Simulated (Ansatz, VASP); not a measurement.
# Mo (Mo(111), 9 layers) in two plane-wave programs, part 2 of 3

Wanted: the spread between two codes on one cell, functional and k mesh. Of the first pair: The structure shown is the start of the Ansatz relaxation below; VASP solves that cell, so the two are compared at the walk's first step.

VASP 6.6.1 and Ansatz 0.2.0.

So far: The structure; Ansatz: relaxation, PBE.

## Step 3: VASP: single point, PBE, start cell, pair 1

Level of this step: PBE; plane waves and PAW (Mo_sv) (VASP).

The same cell, functional, mesh and smearing now go to VASP, with its own data sets.

Lines of VASP's logs that name or quote its potential files are left out, and so is its time.

INCAR

```
SYSTEM = Mo
PREC = Accurate
ENCUT = 400
EDIFF = 1E-06
NELM = 120
ISMEAR = -1
SIGMA = 0.1
LREAL = .FALSE.
ALGO = Normal
GGA = PE
NBANDS = 78
LASPH = .TRUE.
LORBIT = 11
LWAVE = .FALSE.
LCHARG = .FALSE.
ISIF = 2
LDIPOL = .TRUE.
IDIPOL = 3
DIPOL = 0.5 0.5 0.5
LVHAR = .TRUE.
GGA_COMPAT = .FALSE.
NELMDL = -8
KPAR = 2
```

POSCAR

```
Mo
1.0
    4.4547727215      0.0000000000      0.0000000000
    2.2273863607      3.8579463449      0.0000000000
    0.0000000000      0.0000000000     23.2746133918
Mo
9
Direct
    0.3333332673      0.3333333035      0.3437221518
    0.6666666006      0.6666666368      0.3827916085
    0.9999999340      0.9999999702      0.4218610651
    0.3333332673      0.3333333035      0.4609305433
    0.6666666006      0.6666666368      0.5000000000
    0.9999999340      0.9999999702      0.5390694567
    0.3333332673      0.3333333035      0.5781389349
    0.6666666006      0.6666666368      0.6172083916
    0.9999999340      0.9999999702      0.6562778482
```

KPOINTS

```
Automatic mesh
0
Gamma
6 6 1
0 0 0
```

PAW data sets: Mo_sv (PBE family, release 64).

On the command line:

```sh
> mpirun -np 2 vasp_std
```

Numbers of over 12 decimals in the logs are rounded to 6 here.

The program printed:

```text
[banner, memory and clock lines left out]
running    2 mpi-ranks, on    1 nodes
 distrk:  each k-point on    1 cores,    2 groups
 distr:  one band on    1 cores,    1 groups

 POSCAR found type information on POSCAR Mo
 POSCAR found :  1 types and       9 ions
 LDA part: xc-table for (Slater+PW92), standard interpolation
 POSCAR, INCAR and KPOINTS ok, starting setup
 FFT: planning ... GRIDC
 FFT: planning ... GRID_SOFT
 FFT: planning ... GRID
 WAVECAR not read
 entering main loop
       N       E                     dE             d eps       ncg     rms          rms(c)
DAV:   1     0.110535175500E+04    0.11054E+04   -0.73709E+04  1508   0.121E+03
DAV:   2    -0.559907898317E+02   -0.11613E+04   -0.11256E+04  1254   0.401E+02
DAV:   3    -0.984557856637E+02   -0.42465E+02   -0.40508E+02  1442   0.635E+01
DAV:   4    -0.100050741037E+03   -0.15950E+01   -0.15566E+01  1456   0.913E+00
DAV:   5    -0.100109992404E+03   -0.59251E-01   -0.58869E-01  1456   0.144E+00
DAV:   6    -0.100113298349E+03   -0.33059E-02   -0.32909E-02  1480   0.265E-01
DAV:   7    -0.100113521401E+03   -0.22305E-03   -0.22243E-03  1352   0.548E-02
DAV:   8    -0.100113525842E+03   -0.44408E-05   -0.44343E-05  1256   0.995E-03    0.371E+01
DAV:   9    -0.102320660692E+03   -0.22071E+01   -0.73328E+01  1456   0.307E+01    0.256E+01
DAV:  10    -0.106768784930E+03   -0.44481E+01   -0.15787E+02  1470   0.430E+01    0.230E+01
DAV:  11    -0.954748894770E+02    0.11294E+02   -0.77615E+01  1492   0.241E+01    0.138E+01
DAV:  12    -0.920167068534E+02    0.34582E+01   -0.80224E+00  1472   0.991E+00    0.685E+00
DAV:  13    -0.918131263937E+02    0.20358E+00   -0.73705E-01  1520   0.286E+00    0.578E+00
DAV:  14    -0.917645466770E+02    0.48580E-01   -0.10014E-01  1450   0.169E+00    0.521E+00
[...]
DAV:  25    -0.913657913816E+02   -0.43629E-04   -0.91918E-06  1056   0.774E-03    0.763E-03
DAV:  26    -0.913658111583E+02   -0.19777E-04   -0.44655E-06   978   0.653E-03    0.184E-03
DAV:  27    -0.913658427227E+02   -0.31564E-04   -0.37019E-06   944   0.381E-03    0.287E-03
DAV:  28    -0.913658628649E+02   -0.20142E-04   -0.87419E-07   842   0.323E-03    0.770E-04
DAV:  29    -0.913658786027E+02   -0.15738E-04   -0.57814E-07   824   0.127E-03    0.402E-04
DAV:  30    -0.913658834653E+02   -0.48627E-05   -0.27469E-07   794   0.717E-04    0.220E-04
DAV:  31    -0.913658846787E+02   -0.12134E-05   -0.79627E-08   700   0.467E-04    0.111E-04
DAV:  32    -0.913658848816E+02   -0.20285E-06   -0.30766E-08   672   0.264E-04
   1 F= -.91365885E+02 E0= -.91212762E+02  d E =-.306246E+00
```

Parts of OUTCAR (step 3):

```text
ion  position               nearest neighbor table
   1  0.333  0.333  0.344-   2 2.73   2 2.73   2 2.73   4 2.73   3 3.15   3 3.15   3 3.15
   2  0.667  0.667  0.383-   3 2.73   3 2.73   3 2.73   1 2.73   1 2.73   1 2.73   5 2.73   4 3.15
                             4 3.15   4 3.15
   3  1.000  1.000  0.422-   2 2.73   2 2.73   2 2.73   6 2.73   4 2.73   4 2.73   4 2.73   1 3.15
                             1 3.15   1 3.15   5 3.15   5 3.15   5 3.15
   4  0.333  0.333  0.461-   5 2.73   5 2.73   5 2.73   1 2.73   7 2.73   3 2.73   3 2.73   3 2.73
                             6 3.15   6 3.15   6 3.15   2 3.15   2 3.15   2 3.15
   5  0.667  0.667  0.500-   4 2.73   6 2.73   6 2.73   4 2.73   4 2.73   6 2.73   2 2.73   8 2.73
                             7 3.15   3 3.15   3 3.15   7 3.15   7 3.15   3 3.15
   6  1.000  1.000  0.539-   5 2.73   5 2.73   5 2.73   9 2.73   3 2.73   7 2.73   7 2.73   7 2.73
                             4 3.15   4 3.15   4 3.15   8 3.15   8 3.15   8 3.15
   7  0.333  0.333  0.578-   8 2.73   8 2.73   8 2.73   4 2.73   6 2.73   6 2.73   6 2.73   9 3.15
                             9 3.15   9 3.15   5 3.15   5 3.15   5 3.15
   8  0.667  0.667  0.617-   9 2.73   9 2.73   9 2.73   7 2.73   7 2.73   7 2.73   5 2.73   6 3.15
                             6 3.15   6 3.15
   9  1.000  1.000  0.656-   8 2.73   8 2.73   8 2.73   6 2.73   7 3.15   7 3.15   7 3.15

  LATTYP: Found a hexagonal cell.
 ALAT       =     4.4547727215
 C/A-ratio  =     5.2246466536

 Subroutine GETGRP returns: Found 12 space group operations
 (whereof  6 operations were pure point group operations)

The static configuration has the point symmetry C_3v.
 The point group associated with its full space group is D_3d.

 Found      7 irreducible k-points:

   k-points           NKPTS =      7   k-points in BZ     NKDIM =      7   number of bands    NBANDS=     78

   dimension x,y,z NGX =    30 NGY =   30 NGZ =  160
   dimension x,y,z NGXF=    60 NGYF=   60 NGZF=  320

   ENCUT  =  400.0 eV  29.40 Ry    5.42 a.u.   7.26  7.26 37.95*2*pi/ulx,y,z

   NELECT =     126.0000    total number of electrons

 k-points in reciprocal lattice and weights: Automatic mesh
   0.00000000  0.00000000  0.00000000       0.028
   0.16666667  0.00000000  0.00000000       0.167
   0.33333333  0.00000000  0.00000000       0.167
   0.50000000  0.00000000  0.00000000       0.083
   0.33333333  0.16666667  0.00000000       0.167
   0.50000000  0.16666667  0.00000000       0.333
  -0.33333333  0.33333333  0.00000000       0.056

 dipolmoment           0.000000      0.000000     -0.000000 electrons x Angstroem

 average (electrostatic) potential at core
       1 -79.4798       2 -79.5025       3 -79.7120       4 -79.6680       5 -79.7947
       6 -79.6680       7 -79.7120       8 -79.5025       9 -79.4798

 E-fermi :   2.1030

 k-point     1 :       0.0000    0.0000    0.0000
  band No.  band energies     occupation
    ...
     60       0.8864      1.99999
     61       0.8864      1.99999
     62       1.2011      1.99976
     63       1.3601      1.99881
     64       2.1481      0.77823
     65       2.4914      0.04034
     66       3.2775      0.00002
     67       3.2775      0.00002
     68       3.2815      0.00002
     69       3.2815      0.00002
    ...

 k-point     2 :       0.1667    0.0000    0.0000
  band No.  band energies     occupation
    ...
     59       0.9470      1.99998
     60       1.1645      1.99983
     61       1.2429      1.99963
     62       1.4300      1.99761
     63       1.5457      1.99243
     64       2.2378      0.41252
     65       2.5403      0.02492
     66       2.9465      0.00043
     67       3.0881      0.00011
     68       3.1976      0.00004
    ...

 k-point     3 :       0.3333    0.0000    0.0000
  band No.  band energies     occupation
    ...
     59       1.0871      1.99992
     60       1.3761      1.99861
     61       1.5663      1.99071
     62       1.8065      1.90199
     63       2.0710      1.15865
     64       2.2944      0.25710
     65       2.3029      0.23872
     66       2.6754      0.00652
     67       2.8652      0.00098
     68       3.0898      0.00010
    ...

  Total      -11.1432803    -11.1432803     -8.1952563      0.0000000      0.0000000     -0.0000000
  in kB      -44.6333441    -44.6333441    -32.8253157      0.0000000      0.0000000     -0.0000000
  external PRESSURE =     -40.6973346 kB  Pullay stress =       0.0000000 kB

  energy-cutoff  :      400.00
  volume of cell :      400.00
      direct lattice vectors                 reciprocal lattice vectors
     4.454772722  0.000000000  0.000000000     0.224478343 -0.129602632  0.000000000
     2.227386361  3.857946345  0.000000000     0.000000000  0.259205264  0.000000000
     0.000000000  0.000000000 23.274613392     0.000000000  0.000000000  0.042965268

 POSITION                                       TOTAL-FORCE (eV/Angst)
 -----------------------------------------------------------------------------------
      2.22739      1.28598      8.00000         0.000000     -0.000000      1.902321
      4.45477      2.57196      8.90933        -0.000000     -0.000000     -0.140798
      6.68216      3.85795      9.81865         0.000000      0.000000     -1.089402
      2.22739      1.28598     10.72798         0.000000      0.000000     -1.011581
      4.45477      2.57196     11.63731         0.000000      0.000000     -0.000000
      6.68216      3.85795     12.54663        -0.000000     -0.000000      1.011581
      2.22739      1.28598     13.45596         0.000000     -0.000000      1.089402
      4.45477      2.57196     14.36529         0.000000      0.000000      0.140798
      6.68216      3.85795     15.27461        -0.000000      0.000000     -1.902321
 -----------------------------------------------------------------------------------
    total drift:                                0.005046      0.001611      0.000597

  FREE ENERGIE OF THE ION-ELECTRON SYSTEM (eV)
  ---------------------------------------------------
  free  energy   TOTEN  =       -91.3658848816 eV

  energy  without entropy=      -91.0596387114  energy(sigma->0) =      -91.21276180

 vacuum level on the upper side and lower side of the slab         5.729         5.729

 total charge
# of ion       s       p       d       tot
------------------------------------------
    1        2.339   6.046   3.934  12.318
    2        2.389   6.154   3.896  12.440
    3        2.368   6.175   3.874  12.416
    4        2.376   6.204   3.911  12.492
    5        2.383   6.210   3.888  12.481
    6        2.376   6.204   3.911  12.492
    7        2.368   6.175   3.874  12.416
    8        2.389   6.154   3.896  12.440
    9        2.339   6.046   3.934  12.318
--------------------------------------------------
tot         21.326  55.370  35.117 111.813

[... 3 further parts left out ...]
```

## Step 4: Differences

Known differences besides the potentials themselves: the cutoff is 420 eV in Ansatz and 400 eV in VASP. Total energies have different zeros and are not compared.

Forces (eV/Å; atoms numbered as in POSCAR):

```
atom        Ansatz x, y, z          VASP x, y, z
 Mo1   0.000, 0.000, 1.927   0.000, 0.000, 1.902
 Mo2  0.000, 0.000, -0.121  0.000, 0.000, -0.141
 Mo3  0.000, 0.000, -1.072  0.000, 0.000, -1.089
 Mo4  0.000, 0.000, -1.005  0.000, 0.000, -1.012
 Mo5   0.000, 0.000, 0.000   0.000, 0.000, 0.000
 Mo6   0.000, 0.000, 1.005   0.000, 0.000, 1.012
 Mo7   0.000, 0.000, 1.072   0.000, 0.000, 1.089
 Mo8   0.000, 0.000, 0.121   0.000, 0.000, 0.141
 Mo9  0.000, 0.000, -1.927  0.000, 0.000, -1.902
```

The forces differ by 10 meV/Å r.m.s., which is 1.5 % of the r.m.s. force of 0.658 eV/Å (both taken over all components). With vacuum in the cell, a pressure given here is an average over mostly empty space and none of the material.

## Step 5: Ansatz: relaxation, PBE

This run makes the geometry at which the two programs are then compared.

The structure compared here is the end of the Ansatz relaxation.

input.yaml

```yaml
crystal:
  lattice:
    - [4.4547727215, 0.0, 0.0]
    - [2.2273863607, 3.8579463449, 0.0]
    - [0.0, 0.0, 23.2746133918]
  atoms:
    - { symbol: Mo, position: [0.3333333333, 0.3333333333, 0.3437221433] }
    - { symbol: Mo, position: [0.6666666667, 0.6666666667, 0.3827916075] }
    - { symbol: Mo, position: [0.0, 0.0, 0.4218610717] }
    - { symbol: Mo, position: [0.3333333333, 0.3333333333, 0.4609305358] }
    - { symbol: Mo, position: [0.6666666667, 0.6666666667, 0.5] }
    - { symbol: Mo, position: [0.0, 0.0, 0.5390694642] }
    - { symbol: Mo, position: [0.3333333333, 0.3333333333, 0.5781389283] }
    - { symbol: Mo, position: [0.6666666667, 0.6666666667, 0.6172083925] }
    - { symbol: Mo, position: [0.0, 0.0, 0.6562778567] }
kpoints:
  mp_grid: { grid: [6, 6, 1] }
hamiltonian:
  xc: pbe
scf:
  occupations: { method: fermi_dirac, width: 0.1 }
  convergence: { dr2_threshold: 1.0e-08 }
efield:
  axis: 3
  dipole_correction: true
  ramp_position: 0.97
  ramp_width: 0.04
relax:
  f_tol: 0.01
  constraints: [{ sites: [2, 3, 4, 5, 6] }]
output:
  write_potential: true
  write_density: true
  volumetric_format: npy
```

On the command line:

```sh
> ansatz run input.yaml --threads 4 --pin off --max-ram 8192MiB --backend cpu --events-out ev --progress --plain --runs-dir out
```

The program printed:

```text
[...]
Crystal: 9 atoms, lattice volume = 400.004 Å³
Basis set: ecut = 420 eV, 7859 PW (Γ), exchange–correlation on 60×60×320 points (8 copies of the dense FFT grid, shifted against one another)
Bands: 76, of which v1, the nominal top of the filled ones, is band 63 counted from 1 (62 counted from 0)
Symmetry: 6 space group operations
[...]
- { symbol: Mo, position: [0.0, 0.0, 0.421861] }
    - { symbol: Mo, position: [0.333333, 0.333333, 0.460931] }
    - { symbol: Mo, position: [0.666667, 0.666667, 0.500000] }
    - { symbol: Mo, position: [0.0, 0.0, 0.5390694642] }
    - { symbol: Mo, position: [0.333333, 0.333333, 0.578139] }
    - { symbol: Mo, position: [0.666667, 0.666667, 0.613804] }
    - { symbol: Mo, position: [0, -2.0649727726372442e-18, 0.645598] }
[key lines of the parts left out:]
SCF converged after 6 iterations
Free energy (F): -44597.606733 eV
Fermi energy:    4.961640 eV
Dipole field:    D = 0.000004 V/Å  (p = 0.000009 e·Å, saw-weighted, corrected)
Work function:   Φ+ = 3.8758 eV   Φ− = 3.8759 eV
```

## Step 6: VASP: single point, PBE, relaxed cell, pair 2

The same cell, functional, mesh and smearing now go to VASP, with its own data sets.

INCAR is that of step 3.

POSCAR

```
Mo
1.0
    4.4547727215      0.0000000000      0.0000000000
    2.2273863607      3.8579463449      0.0000000000
    0.0000000000      0.0000000000     23.2746133918
Mo
9
Direct
    0.3333333334      0.3333333333      0.3544020673
    0.6666666667      0.6666666666      0.3861956240
    0.0000000000      0.9999999999      0.4218610684
    0.3333333334      0.3333333333      0.4609305325
    0.6666666667      0.6666666666      0.4999999967
    0.0000000000      0.9999999999      0.5390694609
    0.3333333334      0.3333333333      0.5781389250
    0.6666666667      0.6666666666      0.6138043693
    0.0000000000      0.9999999999      0.6455979261
```

KPOINTS is that of step 3.

On the command line:

```sh
> mpirun -np 2 vasp_std
```

The program printed:

```text
[... set-up lines as in an earlier step ...]
 entering main loop
       N       E                     dE             d eps       ncg     rms          rms(c)
DAV:   1     0.108526341293E+04    0.10853E+04   -0.74418E+04  1556   0.121E+03
DAV:   2    -0.590431575800E+02   -0.11443E+04   -0.11104E+04  1274   0.400E+02
DAV:   3    -0.984615276162E+02   -0.39418E+02   -0.37684E+02  1404   0.616E+01
DAV:   4    -0.998727188502E+02   -0.14112E+01   -0.13877E+01  1464   0.889E+00
[...]
DAV:  29    -0.918633096434E+02   -0.10072E-04   -0.35504E-07   800   0.142E-03    0.599E-04
DAV:  30    -0.918633162630E+02   -0.66196E-05   -0.44758E-07   816   0.887E-04    0.373E-04
DAV:  31    -0.918633171840E+02   -0.92103E-06   -0.58437E-08   736   0.475E-04
   1 F= -.91863317E+02 E0= -.91734842E+02  d E =-.256951E+00
```

OUTCAR, selected parts (step 6):

```text
  Total       -3.2805767     -3.2805767      3.6776384      0.0000000      0.0000000      0.0000000
  in kB      -13.1400362    -13.1400362     14.7304290      0.0000000      0.0000000      0.0000000
  external PRESSURE =      -3.8498811 kB  Pullay stress =       0.0000000 kB

 POSITION                                       TOTAL-FORCE (eV/Angst)
 -----------------------------------------------------------------------------------
      2.22739      1.28598      8.24857         0.000000      0.000000     -0.049700
      4.45477      2.57196      8.98855         0.000000     -0.000000     -0.024275
      2.22739      3.85795      9.81865        -0.000000     -0.000000     -0.987443
      2.22739      1.28598     10.72798         0.000000     -0.000000     -0.306718
      4.45477      2.57196     11.63731         0.000000     -0.000000     -0.000000
      2.22739      3.85795     12.54663        -0.000000     -0.000000      0.306718
      2.22739      1.28598     13.45596         0.000000      0.000000      0.987443
      4.45477      2.57196     14.28606         0.000000      0.000000      0.024275
      2.22739      3.85795     15.02604        -0.000000     -0.000000      0.049700
 -----------------------------------------------------------------------------------
    total drift:                               -0.000000      0.000003      0.002439

  FREE ENERGIE OF THE ION-ELECTRON SYSTEM (eV)
  ---------------------------------------------------
  free  energy   TOTEN  =       -91.8633171840 eV

  energy  without entropy=      -91.6063660190  energy(sigma->0) =      -91.73484160

[... 2 parts as in an earlier step ...]

[... 1 further part left out ...]
[key lines of the parts left out:]
E-fermi :   1.9680
```

## Step 7: Side by side

Compared:

| quantity | Ansatz | VASP | difference |
| --- | --- | --- | --- |
| work function, lower of the two faces (eV) | 3.88 | 3.87 | 0.00 |
| work function, higher of the two faces (eV) | 3.88 | 3.87 | 0.00 |

Forces (eV/Å; atoms numbered as in POSCAR):

```
atom        Ansatz x, y, z          VASP x, y, z
 Mo1   0.000, 0.000, 0.000  0.000, 0.000, -0.050
 Mo2   0.000, 0.000, 0.000  0.000, 0.000, -0.024
 Mo3  0.000, 0.000, -0.971  0.000, 0.000, -0.987
 Mo4  0.000, 0.000, -0.324  0.000, 0.000, -0.307
 Mo5   0.000, 0.000, 0.000   0.000, 0.000, 0.000
 Mo6   0.000, 0.000, 0.324   0.000, 0.000, 0.307
 Mo7   0.000, 0.000, 0.971   0.000, 0.000, 0.987
 Mo8   0.000, 0.000, 0.000   0.000, 0.000, 0.024
 Mo9   0.000, 0.000, 0.000   0.000, 0.000, 0.050
```

The forces differ by 16 meV/Å r.m.s., which is 5.8 % of the r.m.s. force of 0.282 eV/Å (both taken over all components). With vacuum in the cell, a pressure given here is an average over mostly empty space and none of the material.

[end of part 2 of 3]

[Lines on the potential files, build, host, timing and source positions are cut from VASP's logs without a mark.]

[Logs are printed without paths, hosts, clocks, repeated set-up lines and the standing remarks that a program may print on its own settings, such as how far it seeks lower states.]

[Hosts, paths, dates, database ids (printed as entryN), source tags and the programs' standing remarks are cut or masked in the printed files.]
